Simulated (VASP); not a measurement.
# MoO₂F₂: harmonic vibrations of a molecule

MoO₂F₂, molecule in box, 5 atoms in the cell. PBE, harmonic vibrations; PAW potentials O, Mo_sv, F (PBE set).

## Input

INCAR.step1:
```
SYSTEM = MoO2F2
PREC = Accurate
ENCUT = 400
EDIFF = 1E-8
ISMEAR = 0
SIGMA = 0.01
ISYM = 0
LREAL = .False.
LASPH = .True.
NELM = 100
ALGO = Normal
LWAVE = .False.
LCHARG = .False.
IBRION = 2
NSW = 60
ISIF = 2
EDIFFG = -0.002
POTIM = 0.5
```

INCAR.step2, as INCAR.step1 but for:
```
- IBRION = 2
- NSW = 60
- ISIF = 2
- EDIFFG = -0.002
- POTIM = 0.5
+ IBRION = 5
+ NFREE = 2
+ POTIM = 0.015
+ NSW = 1
```

KPOINTS:
```
k-points
0
Gamma
  1 1 1
```

POSCAR.step1:
```
MoO2F2
1.0
   12.0000000000      0.0000000000      0.0000000000
    0.0000000000     12.0000000000      0.0000000000
    0.0000000000      0.0000000000     12.0000000000
O Mo F
2 1 2
Direct
    0.5469291700      0.4126875000      0.6078500000
    0.3965791700      0.5726875000      0.5739333300
    0.4952875000      0.4980041700      0.5116666700
    0.4339875000      0.4162708300      0.3978166700
    0.6055875000      0.5908125000      0.4604833300
```

Commands (each step's output is kept before the next begins):
```
cat potpaw_PBE.64/O/POTCAR potpaw_PBE.64/Mo_sv/POTCAR potpaw_PBE.64/F/POTCAR > POTCAR
cp INCAR.step1 INCAR
cp POSCAR.step1 POSCAR
mpirun -np 4 vasp_gam > vasp.out
cp CONTCAR POSCAR
cp INCAR.step2 INCAR
mpirun -np 4 vasp_gam > vasp.out
```

## Result

- Vibrations (cm⁻¹; a negative value is imaginary): 1006, 987, 701, 678, 358, 266, 237, 228, 178
- Zero-point energy (eV): 0.287
- Translations and rotations, which should read zero (cm⁻¹): -25, -19, -3, 0, 7, 18
- Vibrational entropy at 298 K (meV/K): 0.419
- Displaced cells: 30
- Ionic steps, all stages: 50
- Electronic steps, all stages: 948

VASP 6.6.1 took 2014 s on 4 cores (Intel Xeon Platinum 8375C @ 2.90GHz (Ice Lake)), a shared host.
